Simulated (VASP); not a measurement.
Calculation: optB86b-vdW, VASP's PBE PAW potentials (set 64) (plane waves; VASP 6.6.1).

Input for VASP

**POSCAR**
```
CdSe
1.0
  2.1764899533  -3.7697909361   0.0000000000
  2.1764899533   3.7697909361   0.0000000000
  0.0000000000   0.0000000000   7.0945279615
Cd Se
2 2
Cart
  2.1764899533  -1.2565994919   3.5476193606
  2.1764899533   1.2565994919   0.0003553798
  2.1764899533  -1.2565994919   6.2144511145
  2.1764899533   1.2565994919   2.6671871337
```

File KPOINTS:
```
Automatic mesh
0
Gamma
 5 5 3
```

**INCAR**
```
SYSTEM = CdSe
PREC = Accurate
ENCUT = 520
EDIFF = 1E-6
NELM = 100
ALGO = Normal
LREAL = .FALSE.
LASPH = .TRUE.
ISMEAR = 0
SIGMA = 0.05
GGA = MK
PARAM1 = 0.1234
PARAM2 = 1.0
LUSE_VDW = .TRUE.
AGGAC = 0.0
LMAXMIX = 4
LWAVE = .FALSE.
LCHARG = .FALSE.
IBRION = 2
ISIF = 3
NSW = 60
EDIFFG = -0.02
```

POTCAR, in this order: Cd Se (PBE.64 set). Program: vasp_std.

The run wrote:

OSZICAR:
```
       N       E                     dE             d eps       ncg     rms          rms(c)
DAV:   1     0.250782775798E+03    0.25078E+03   -0.17176E+04   440   0.146E+03
DAV:   2     0.108517416392E+02   -0.23993E+03   -0.23564E+03   494   0.348E+02
DAV:   3    -0.200579119834E+01   -0.12858E+02   -0.12820E+02   530   0.802E+01
DAV:   4    -0.211430221355E+01   -0.10851E+00   -0.10848E+00   470   0.728E+00
DAV:   5    -0.211523638419E+01   -0.93417E-03   -0.93411E-03   530   0.632E-01    0.825E+00
DAV:   6    -0.137401829518E+01    0.74122E+00   -0.17431E+00   530   0.130E+01    0.651E+00
DAV:   7    -0.134619024335E+01    0.27828E-01   -0.56943E-01   494   0.417E+00    0.270E+00
DAV:   8    -0.134471637465E+01    0.14739E-02   -0.61043E-02   470   0.276E+00    0.343E-01
DAV:   9    -0.134428222204E+01    0.43415E-03   -0.96894E-03   500   0.124E+00    0.113E-01
DAV:  10    -0.134436529916E+01   -0.83077E-04   -0.92556E-04   494   0.366E-01    0.740E-02
DAV:  11    -0.134444176775E+01   -0.76469E-04   -0.22283E-04   446   0.110E-01    0.218E-02
DAV:  12    -0.134441571500E+01    0.26053E-04   -0.11910E-04   560   0.108E-01    0.650E-03
DAV:  13    -0.134441739643E+01   -0.16814E-05   -0.13970E-05   458   0.223E-02    0.708E-03
DAV:  14    -0.134441698701E+01    0.40941E-06   -0.11937E-06   340   0.763E-03
   1 F= -.13444170E+01 E0= -.13444170E+01  d E =-.134442E+01
```

### OUTCAR
```
------------------------ aborting loop because EDIFF is reached ----------------------------------------
  FORCE on cell =-STRESS in cart. coord.  units (eV):
  Direction    XX          YY          ZZ          XY          YZ          ZX
  --------------------------------------------------------------------------------------
  Total       -0.0241792     -0.0241792      0.0341578      0.0000000      0.0000000      0.0000000
  in kB       -0.3327550     -0.3327550      0.4700819      0.0000000      0.0000000      0.0000000
  external PRESSURE =      -0.0651427 kB  Pullay stress =       0.0000000 kB
  volume of cell :      116.42
      direct lattice vectors                 reciprocal lattice vectors
     2.176489953 -3.769790936  0.000000000     0.229727686 -0.132633350  0.000000000
     2.176489953  3.769790936  0.000000000     0.229727686  0.132633350  0.000000000
     0.000000000  0.000000000  7.094527961     0.000000000  0.000000000  0.140953705
  FREE ENERGIE OF THE ION-ELECTRON SYSTEM (eV)
  ---------------------------------------------------
  free  energy   TOTEN  =        -1.3444169870 eV

  energy  without entropy=       -1.3444169870  energy(sigma->0) =       -1.34441699

 reached required accuracy - stopping structural energy minimisation
```
(Selected blocks of OUTCAR.)

OUTCAR:
```
 val. band max:        0.5905384238   @ k =   0.0000   0.0000   0.0000

 cond. band min:       1.0676983114   @ k =   0.0000   0.0000   0.0000


 Fermi energy:         0.8337684781

 k-point     1 :       0.0000    0.0000    0.0000
  band No.  band energies     occupation
      1     -11.8427      2.00000
      2     -11.4912      2.00000
      3      -7.2524      2.00000
      4      -7.2454      2.00000
      5      -7.2454      2.00000
      6      -7.1838      2.00000
      7      -7.1838      2.00000
      8      -6.9506      2.00000
      9      -6.9506      2.00000
     10      -6.8940      2.00000
     11      -6.8940      2.00000
     12      -6.6497      2.00000
     13      -3.6259      2.00000
     14      -0.1311      2.00000
     15      -0.1311      2.00000
     16       0.5470      2.00000
     17       0.5905      2.00000
     18       0.5905      2.00000
     19       1.0677      0.00000
     20       2.6655      0.00000
     21       6.3807      0.00000
     22       6.3808      0.00000

 k-point     2 :       0.2000    0.0000    0.0000
  band No.  band energies     occupation
      1     -11.7356      2.00000
      2     -11.4446      2.00000
      3      -7.2204      2.00000
      4      -7.2103      2.00000
      5      -7.1606      2.00000
      6      -7.1330      2.00000
      7      -7.1312      2.00000
      8      -6.9685      2.00000
      9      -6.9476      2.00000
     10      -6.9212      2.00000
     11      -6.8868      2.00000
     12      -6.5890      2.00000
     13      -3.4183      2.00000
     14      -1.4308      2.00000
     15      -1.1055      2.00000
     16      -0.5393      2.00000
     17       0.2647      2.00000
     18       0.3393      2.00000
     19       2.6779      0.00000
     20       3.7952      0.00000
     21       5.6703      0.00000
     22       6.6056      0.00000

 k-point     3 :       0.4000   -0.0000    0.0000
  band No.  band energies     occupation
      1     -11.5393      2.00000
...
```

The compound is CdSe in the wurtzite structure. It was relaxed first. The start is the result of an earlier pass.
